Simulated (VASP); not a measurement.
**Ba2SeS: structure and properties in VASP**

Wanted: the relaxed cell of Ba2SeS and its properties. The steps: rough relaxation of the start cell, relaxing cell and atoms (PBE + D3), single point with fields (PBE + D3), bands along the symmetry lines (PBE + D3), total and projected DOS (PBE + D3), core levels (PBE + D3), zone-centre phonons (PBE + D3) and elastic tensor by finite strains (PBE + D3). The cell is invented: it takes the structure of COD entry 9008600, BaS (space group 225 there), with some of its atoms replaced by other elements, volume scaled by an estimate. It may not be a known or stable phase. The atoms of the start are displaced at random from the sites of a R-3m cell.

Program: VASP 6.6.1. Level of theory: PBE with D3; plane waves and PAW (Ba_sv, Se, S); invented cell. Results are calculated unless marked as measured.

This is a report of a sequence of runs, with most program output left out.

### Step 1. The starting structure

Before any relaxation, the start is as follows. Symmetry: Cm, No. 8, monoclinic system. That holds within 0.01 Å; VASP, at its tighter tolerance, finds 1 operation. The conventional cell has a = 7.871 Å, b = 4.544 Å, c = 7.871 Å, α = 90.00°, β = 109.47°, γ = 90.00°. Ba has 3 Se at 3.21 to 3.22 Å and 3 S at 3.21 Å nearest. Nearest to Ba lie 3 Se at 3.20 to 3.21 Å and 3 S at 3.21 to 3.24 Å. Nearest to Se lie 6 Ba at 3.20 to 3.22 Å. Nearest to S lie 6 Ba at 3.21 to 3.24 Å. It derives from BaS. it takes the structure of COD entry 9008600, BaS (space group 225 there), with some of its atoms replaced by other elements, volume scaled by an estimate. Farther neighbours and most contacts between anions are not listed. That group holds within 0.01 Å; judged at 0.001 Å it is P1 (No. 1).

Coordinates:

```xyz
4
Lattice="2.2720 1.3118 7.4204 -2.2720 1.3118 7.4204 0.0000 -2.6235 7.4204" Properties=species:S:1:pos:R:3 pbc="T T T"
Ba    0.0166    0.0080   16.7061
Ba    0.0339   -0.0042    5.5640
Se    0.0233    0.0024   11.1392
S     0.0127    0.0093    0.0124
```

### Step 2. Rough relaxation of the start cell

The start is only an estimate, so a cheap relaxation brings it near a minimum before any careful run. PBE, the usual starting point, adds the gradient of the density. A dispersion term adds the long-range attraction that semilocal functionals lack. D3 makes the C6 coefficients depend on coordination; zero damping switches the term off at short range.

The input, INCAR:

```
SYSTEM = Ba2SeS
PREC = Normal
ENCUT = 400
EDIFF = 1E-05
NELM = 60
ISMEAR = 0
SIGMA = 0.05
LREAL = .FALSE.
ALGO = Fast
GGA = PE
IVDW = 11
NBANDS = 22
LORBIT = 11
LWAVE = .FALSE.
LCHARG = .FALSE.
KPAR = 2
IBRION = 2
NSW = 40
ISIF = 3
EDIFFG = -0.04
```

The input, POSCAR:

```
Ba2SeS
1.0
    2.2720220000      1.3117530000      7.4203940000
   -2.2720220000      1.3117530000      7.4203940000
    0.0000000000     -2.6235050000      7.4203940000
Ba Se S
2 1 1
Direct
    0.7551370000      0.7478290000      0.7484160000
    0.2568650000      0.2419450000      0.2510150000
    0.5058240000      0.4955610000      0.4997700000
    0.0045410000     -0.0010690000     -0.0017960000
```

The input, KPOINTS:

```
Automatic mesh
0
Gamma
4 4 4
0 0 0
```

PAW data sets: Ba_sv, Se and S (PBE family, release 64).

The run is started by

```
> mpirun -np 2 vasp_std
```

It took 3.3 min on 2 MPI ranks of Intel Xeon Platinum 8488C (Sapphire Rapids), shared host; peak memory 0.61 GiB.

The gap is read on the k-mesh alone, so it is an upper bound where the band edges lie off the mesh. Harder data sets than Ba_sv exist (the GW ones), and pressures, volumes and forces can shift noticeably with them. This relaxation is a rough one on cheap settings, only to bring the start near its minimum.

Step by step:

| step | energy less that of the first step (eV) | largest force (eV/Å) | pressure (GPa) | volume (Å³) |
| --- | --- | --- | --- | --- |
| 1 | 0.0000 | 0.6507 | 2.01 | 132.69 |
| 2 | -0.0604 | 0.3032 | -0.60 | 140.85 |
| 3 | -0.0610 | 0.3376 | -0.38 | 140.04 |
| 4 | -0.0721 | 0.1935 | -0.20 | 139.23 |
| 5 | -0.0767 | 0.0250 | 0.07 | 138.22 |

| cell as run | before | after | change |
| --- | --- | --- | --- |
| a (Å) | 7.871 | 7.979 | +1.4 % |
| b (Å) | 7.871 | 7.981 | +1.4 % |
| c (Å) | 7.871 | 7.978 | +1.4 % |
| β (°) | 33.56 | 33.54 | -0.0 % |
| volume (Å³/atom) | 33.17 | 34.56 | +4.2 % |

The atoms that moved most (Å, as changes of fractional coordinates times the final cell):

| atom | dx | dy | dz | length |
| --- | --- | --- | --- | --- |
| Ba2 | -0.005 | 0.003 | 0.072 | 0.072 |
| Ba1 | 0.002 | -0.001 | -0.068 | 0.069 |
| S4 | 0.004 | -0.002 | -0.003 | 0.005 |

Final coordinates:

```
Ba Se S
1.0
     2.30156    1.32973    7.52273
    -2.30543    1.33110    7.52367
    -0.00075   -2.65769    7.52264
Ba Se S
2 1 1
Cartesian
  0.0149 0.0091 16.8687
  0.0282 -0.0002 5.7126
  0.0211 0.0045 11.2927
  0.0167 0.0071 0.0100
```

This step gave:

```yaml
electrons: 32
bands: 22
irreducible_k_points: 36
symmetry_operations: 1
free_energy_toten: -20.32 eV
fermi_energy: 1.557 eV
pressure: 0.06737 GPa
metallic: no
valence_top_at_k: 0, 0, 0
conduction_bottom_at_k: 0.5, 0.5, 0
least_direct_gap_at_k: 0.5, 0, 0.5
scf_cycles_over_all_ionic_steps: 44
gap_on_the_k_mesh: 1.963 eV
least_direct_gap_on_the_k_mesh: 2.166 eV
```

It ends with a largest force of 0.025 eV/Å and a pressure of 0.07 GPa.

### Step 3. Relaxing cell and atoms (PBE + D3)

Properties are meant for the cell that this level of theory prefers, so cell and atoms are relaxed first (ISIF = 3) until forces and stress are small; EDIFFG sets the threshold.

The input, INCAR:

```
SYSTEM = Ba2SeS
PREC = Accurate
ENCUT = 400
EDIFF = 1E-06
NELM = 100
ISMEAR = 0
SIGMA = 0.05
LREAL = .FALSE.
ALGO = Normal
GGA = PE
IVDW = 11
NBANDS = 22
LORBIT = 11
LWAVE = .FALSE.
LCHARG = .FALSE.
KPAR = 2
IBRION = 2
NSW = 60
ISIF = 3
EDIFFG = -0.01
```

The input, POSCAR:

```
Ba2SeS
1.0
    3.9903872200     -2.3021799500      0.0000000000
    3.9903872200      2.3021799500      0.0000000000
   -2.6639728000      0.0000000000      7.5230139300
Ba Se S
2 1 1
Direct
    0.2540786220      0.2540786220      0.7577190380
    0.7467191620      0.7467191620      0.2406550540
    0.5003628800      0.5003628800      0.4989114110
    0.0012739500      0.0012739500      0.9986764980
```

The input, KPOINTS:

```
Automatic mesh
0
Gamma
6 6 3
0 0 0
```

The cell reached was symmetrised within 0.01 Å before this step, which raises the operations from 1 to 2, which the run then keeps.

The run is started by

```
> mpirun -np 2 vasp_std
```

It took 2.7 min on 2 MPI ranks; peak memory 0.54 GiB; 5.3 min of CPU time.

The run keeps the 2 symmetry operations of its start, so it cannot find a distortion of lower symmetry.

Step by step:

| step | energy less that of the first step (eV) | largest force (eV/Å) | pressure (GPa) | volume (Å³) |
| --- | --- | --- | --- | --- |
| 1 | 0.0000 | 0.0248 | 0.05 | 138.22 |
| 2 | -0.0001 | 0.0215 | -0.01 | 138.45 |
| 3 | -0.0001 | 0.0201 | -0.04 | 138.54 |
| 4 | -0.0002 | 0.0154 | -0.03 | 138.49 |
| 5 | -0.0002 | 0.0073 | 0.01 | 138.39 |

| cell as run | before | after | change |
| --- | --- | --- | --- |
| a (Å) | 4.607 | 4.605 | -0.0 % |
| b (Å) | 4.607 | 4.605 | -0.0 % |
| c (Å) | 7.981 | 7.989 | +0.1 % |
| α (°) | 106.81 | 106.71 | -0.1 % |
| β (°) | 106.81 | 106.71 | -0.1 % |
| γ (°) | 59.96 | 60.01 | +0.1 % |
| volume (Å³/atom) | 34.56 | 34.60 | +0.1 % |

The relaxed structure:

```xyz
4
Lattice="3.9875 -2.3028 0.0024 3.9875 2.3028 0.0024 -2.6575 0.0000 7.5338" Properties=species:S:1:pos:R:3 pbc="T T T"
Ba    0.0100    0.0000    5.7069
Ba    5.3226    0.0000    1.8164
Se    2.6656    0.0000    3.7616
S    -2.6495    0.0000    7.5265
```

Numbers from this step:

| Property | Result |
| --- | --- |
| irreducible k-points | 34 |
| symmetry operations | 2 |
| Fermi energy | 1.548 eV |
| pressure | 0.006397 GPa |
| least direct gap at k | 0.5, 0.5, 0 |
| SCF cycles over all ionic steps | 37 |
| gap on the k-mesh | 1.969 eV |
| least direct gap on the k-mesh | 2.172 eV |

It ends with a largest force of 0.007 eV/Å and a pressure of 0.01 GPa.

### Step 4. Single point with fields (PBE + D3)

The relaxed cell gets a fresh self-consistent run, on a basis set for its own volume, to fix the density and to check the remaining stress.

Edit INCAR of step 3 so:

```diff
@@ -14,7 +14,5 @@
 LWAVE = .FALSE.
-LCHARG = .FALSE.
-KPAR = 2
-IBRION = 2
-NSW = 60
-ISIF = 3
-EDIFFG = -0.01
+LCHARG = .TRUE.
+ISIF = 2
+LELF = .TRUE.
+LVHAR = .TRUE.
```

The input, POSCAR:

```
Ba2SeS
1.0
    2.3023317400      1.3292518500      7.5354216200
   -2.3023317400      1.3292518500      7.5354216200
    0.0000000000     -2.6585036900      7.5354216200
Ba Se S
2 1 1
Direct
    0.7527891900      0.7527891900      0.7527891900
    0.2472108100      0.2472108100      0.2472108100
    0.0000000000      0.0000000000      0.0000000000
    0.5000000000      0.5000000000      0.5000000000
```

The input, KPOINTS:

```
Automatic mesh
0
Gamma
6 6 6
0 0 0
```

The cell reached was symmetrised within 0.01 Å before this step, which raises the operations from 2 to 12, which the run then keeps.

The run is started by

```
> mpirun -np 2 vasp_std
```

Elapsed: 2.8 min, on 2 MPI ranks; peak memory 0.62 GiB.

Numbers from this step:

| Item | Value |
| --- | --- |
| SCF cycles | 14 |
| irreducible k-points | 32 |
| symmetry operations | 12 |
| Fermi energy | 1.591 eV |
| pressure | 0.01101 GPa |
| least direct gap on the k-mesh | 2.171 eV |

Valence electrons inside each PAW sphere by angular momentum. Sphere charges, by row:

| atom | s (e) | p (e) | d (e) | tot (e) |
| --- | --- | --- | --- | --- |
| Ba1 | 2.01 | 5.617 | 0.272 | 7.899 |
| Ba2 | 2.01 | 5.617 | 0.272 | 7.899 |
| Se3 | 1.436 | 2.45 | 0.003 | 3.889 |
| S4 | 1.321 | 2.418 | 0 | 3.739 |

Electrostatic potential energy in the ac plane of the conventional cell at fractional y = 0.497, with atoms of Ba and Se and S within 0.2 Å of it. With pseudopotentials it is smooth inside the atoms' cores, unlike the true potential.

Ten even steps from '0' (-46 eV) to '9' (4 eV), each cell a mean:
```
9999999970120699999999
9999999972015899888899
9999999997679998777789
9999999999999986556789
9999999999999865335689
9999999999998764235789
9999999999998754346799
9999999999998765567899
5589999999999877778997
0049999999999988899971
0049999999999999999820
0179999999999999999810
2699987788999999999841
8998766678999999999987
9997654567999999999999
9986533468999999999999
9876423578999999999999
9876445679999999999999
9877666789998999999999
9988778999643799999999
9999899996100389999999
9999999982150389999999
```
Columns run along a (8.0 Å; values clipped at the 3rd and 97th percentile), rows up along c (8.0 Å), edges of the conventional cell, whose origin can differ from the input's. Atoms in or near the plane, at fractional coordinates: Ba at (0.75, 0.74), Ba at (0.26, 0.26), Se at (0.50, 0.00), S at (0.00, 0.50).

Valence density in the ac plane of the conventional cell at fractional y = 0.497, with atoms of Ba and Se and S within 0.2 Å of it. It is the smooth field of the valence electrons, not physical close to the nuclei.

Ten even steps from '0' (-0.1 e/Å³) to '9' (1.3 e/Å³), each cell a mean:
```
0000001246325421100000
0000001246665311111110
0000001134442112455310
0000001112221136998521
0000000111111269779621
0000000000001388369521
1111100000001499798311
3321100000001379974212
6642100000001235431124
7763110000000111111257
1663100000000000011375
4752111110000000012485
7531122221000000012478
4211367642100000011245
1113799962100000001122
1126955972100000000111
0138946952111100000000
0138999731111111000000
0125886311233221000000
0112332112455421100000
0011111125645531100000
0000001136304531100000
```
Columns run along a (8.0 Å), rows up along c (8.0 Å), edges of the conventional cell, whose origin can differ from the input's. Atoms in or near the plane, at fractional coordinates: Ba at (0.75, 0.74), Ba at (0.26, 0.26), Se at (0.50, 0.00), S at (0.00, 0.50).

ELF in the ac plane of the conventional cell at fractional y = 0.497, with atoms of Ba and Se and S within 0.2 Å of it. It is the smooth field of the valence electrons, not physical close to the nuclei.

Ten even steps from '_' (0.02) to '@' (0.87), each cell a mean:
```
__________..++%%@@@@##**@@@@%%==____________
__________::**%%@@@@@@@@@@%%==..::====::..__
__________::++%%@@@@@@@@%%==::==%%@@%%##--__
__________..--**%%%%%%##==::++@@@@@@@@@@++__
____________..--++****--..==@@@@####@@@@++__
..----::..____..::--::__..##@@%%++##@@@@==__
**####++--______________--%%@@%%##@@@@**..::
@@@@@@##++::____________::%%@@@@@@@@##::--##
@@@@@@@@##--____________..++%%@@%%**::--##@@
##%%@@@@##--______________..--==--..::##@@@@
==##@@@@**..______________________::**@@@@**
**@@@@##::__......______________..==%%@@@@**
@@@@##--..==****++::____________..++%%@@@@@@
@@##--::**@@@@@@%%==____________..==##@@@@@@
##--::**@@@@@@@@@@**..____________::++##%%%%
::..==@@@@####@@@@**..__......____..::==++++
__..##@@%%**##@@@@--__::====--..______..::..
__::%%@@@@%%@@@@++..--**%%##**==..__________
__..**@@@@@@@@**::==##@@@@@@%%**--__________
____--**####==::==%%@@@@@@@@@@##==..________
______..::....--%%@@@@%%%%@@@@%%==..________
____________--##@@@@##++%%@@@@##::__________
```
Columns run along a (8.0 Å), rows up along c (8.0 Å), edges of the conventional cell, whose origin can differ from the input's. Atoms in or near the plane, at fractional coordinates: Ba at (0.75, 0.74), Ba at (0.26, 0.26), Se at (0.50, 0.00), S at (0.00, 0.50).

In this run the pressure is 0.01 GPa, small enough to go on.

### Step 5. Bands along the symmetry lines (PBE + D3)

Levels along the symmetry lines show where the bands peak and cross; KPOINTS_OPT computes them in the converged potential.

The input, INCAR:

```
SYSTEM = Ba2SeS
PREC = Accurate
ENCUT = 400
EDIFF = 1E-06
NELM = 100
ISMEAR = 0
SIGMA = 0.05
LREAL = .FALSE.
ALGO = Normal
GGA = PE
IVDW = 11
NBANDS = 30
LORBIT = 11
LWAVE = .FALSE.
LCHARG = .FALSE.
KPAR = 2
```

POSCAR is that of step 4.

KPOINTS is that of step 4.

The input, KPOINTS_OPT:

```
Line mode
16
Line-mode
Reciprocal
  0.00000000   0.00000000   0.00000000 GAMMA
  0.50000000   0.00000000   0.00000000 L

  0.50000000   0.00000000   0.00000000 L
  0.50000000   0.18741142  -0.18741142 B1

  0.81258858   0.50000000   0.18741142 B
  0.50000000   0.50000000   0.50000000 Z

  0.50000000   0.50000000   0.50000000 Z
  0.00000000   0.00000000   0.00000000 GAMMA

  0.00000000   0.00000000   0.00000000 GAMMA
  0.34370571   0.00000000  -0.34370571 X

  0.65629429   0.34370571   0.00000000 Q
  0.50000000   0.50000000   0.00000000 F

  0.50000000   0.50000000   0.00000000 F
  0.65629429   0.65629429   0.18741142 P1

  0.65629429   0.65629429   0.18741142 P1
  0.50000000   0.50000000   0.50000000 Z

  0.50000000   0.00000000   0.00000000 L
  0.81258858   0.34370571   0.34370571 P
```

The run is started by

```
> mpirun -np 2 vasp_std
```

Elapsed: 12 min, on 2 MPI ranks; peak memory 0.83 GiB.

Spin-orbit coupling is off here; with elements this heavy it splits and shifts levels by tenths of an eV or more.

This step gave:

```
bands                             : 30
Fermi energy                      : 1.617 eV
pressure                          : 0.01631 GPa
least gap on mesh and path        : 1.969 eV
least direct gap on mesh and path : 2.171 eV
```

The electronic bands at the labelled points (eV, zero at the valence-band top; v1 is the highest filled band, c1 the lowest empty one):

| point | v4 | v3 | v2 | v1 | c1 | c2 | c3 | c4 |
| --- | --- | --- | --- | --- | --- | --- | --- | --- |
| Γ | -1.16 | -0.05 | 0.00 | 0.00 | 3.21 | 3.64 | 3.65 | 3.65 |
| 0.53 of the way | -0.99 | -0.71 | -0.49 | -0.34 | 3.18 | 4.15 | 4.46 | 4.85 |
| L | -0.91 | -0.86 | -0.79 | -0.55 | 3.16 | 3.33 | 5.47 | 5.90 |
| 0.53 of the way | -0.92 | -0.90 | -0.61 | -0.58 | 3.77 | 4.01 | 4.63 | 4.86 |
| B1 | -0.88 | -0.79 | -0.78 | -0.71 | 3.66 | 3.83 | 4.95 | 5.22 |
| jump to B | -0.88 | -0.79 | -0.78 | -0.71 | 3.66 | 3.83 | 4.95 | 5.22 |
| 0.47 of the way | -0.91 | -0.61 | -0.48 | -0.44 | 3.02 | 3.15 | 5.00 | 5.04 |
| Z | -0.87 | -0.87 | -0.46 | -0.46 | 3.77 | 3.93 | 4.38 | 4.38 |
| 0.53 of the way | -1.06 | -0.44 | -0.17 | -0.17 | 3.59 | 3.81 | 3.84 | 3.84 |
| Γ | -1.16 | -0.05 | 0.00 | 0.00 | 3.21 | 3.64 | 3.65 | 3.65 |
| 0.47 of the way | -0.93 | -0.75 | -0.72 | -0.31 | 3.74 | 4.17 | 4.27 | 4.41 |
| X | -0.89 | -0.80 | -0.77 | -0.67 | 3.64 | 4.28 | 4.41 | 5.33 |
| jump to Q | -0.89 | -0.80 | -0.77 | -0.67 | 3.64 | 4.28 | 4.41 | 5.33 |
| 0.47 of the way | -1.04 | -0.70 | -0.65 | -0.47 | 2.53 | 4.71 | 4.99 | 6.03 |
| F | -1.14 | -0.70 | -0.24 | -0.20 | 1.97 | 5.27 | 5.33 | 5.60 |
| 0.47 of the way | -1.13 | -0.73 | -0.25 | -0.21 | 2.00 | 5.18 | 5.30 | 5.59 |
| P1 | -1.08 | -0.82 | -0.31 | -0.24 | 2.10 | 4.93 | 5.20 | 5.57 |
| 0.47 of the way | -1.04 | -0.53 | -0.37 | -0.27 | 2.57 | 4.01 | 4.67 | 4.75 |
| Z | -0.87 | -0.87 | -0.46 | -0.46 | 3.77 | 3.93 | 4.38 | 4.38 |
| jump to L | -0.91 | -0.86 | -0.79 | -0.55 | 3.16 | 3.33 | 5.47 | 5.90 |
| 0.47 of the way | -0.99 | -0.97 | -0.62 | -0.42 | 2.59 | 4.04 | 5.35 | 5.82 |
| P | -1.08 | -0.82 | -0.31 | -0.24 | 2.10 | 4.93 | 5.20 | 5.57 |

Of the projections kept (Ba, Se, S), the largest for each band there; the rest of the weight can lie on other orbitals:

| point | v4 | v3 | v2 | v1 | c1 | c2 | c3 | c4 |
| --- | --- | --- | --- | --- | --- | --- | --- | --- |
| Γ | S 0.56 | Se 0.51 | Se 0.64 | Se 0.64 | Ba 0.50 | Ba 0.96 | Ba 0.97 | Ba 0.97 |
| L | S 0.82 | S 0.84 | Se 0.81 | Se 0.84 | Ba 0.88 | Ba 0.80 | Ba 0.70 | Ba 0.72 |
| B1 | S 0.82 | Se 0.70 | Se 0.43 | Se 0.67 | Ba 0.83 | Ba 0.80 | Ba 0.79 | Ba 0.76 |
| B | S 0.82 | Se 0.70 | Se 0.43 | Se 0.67 | Ba 0.83 | Ba 0.80 | Ba 0.79 | Ba 0.76 |
| Z | S 0.85 | S 0.85 | Se 0.86 | Se 0.86 | Ba 0.84 | Ba 0.93 | Ba 0.98 | Ba 0.98 |
| Γ | S 0.56 | Se 0.51 | Se 0.64 | Se 0.64 | Ba 0.50 | Ba 0.96 | Ba 0.97 | Ba 0.97 |

The path finds the gap of the mesh within 0.02 eV, so the mesh comes close to both band edges.

### Step 6. Total and projected DOS (PBE + D3)

Here the states are counted by energy and projected on the atoms. The mesh is finer than in the run before.

Edit INCAR of step 5 so:

```diff
@@ -5,3 +5,3 @@
 NELM = 100
-ISMEAR = 0
+ISMEAR = -5
 SIGMA = 0.05
@@ -16 +16,2 @@
 KPAR = 2
+NEDOS = 2001
```

POSCAR is that of step 5.

The input, KPOINTS:

```
Automatic mesh
0
Gamma
8 8 8
0 0 0
```

The run is started by

```
> mpirun -np 2 vasp_std
```

Run time: 6.5 min. Hardware: 2 MPI ranks; peak memory 0.95 GiB.

This step gave:

* irreducible k-points: 65
* Fermi energy: 1.338 eV
* pressure: 0.01633 GPa

[end of part 1 of 2]

[Lines on the potential files, build, host, timing and source positions are cut from VASP's logs without a mark.]

[Logs are printed without paths, hosts, clocks, repeated set-up lines and the standing remarks that a program may print on its own settings, such as how far it seeks lower states.]

[Hosts, paths, dates, database ids (printed as entryN), source tags and the programs' standing remarks are cut or masked in the printed files.]

[A measured line is paired with the nearest computed mode of its activity, which favours agreement.]
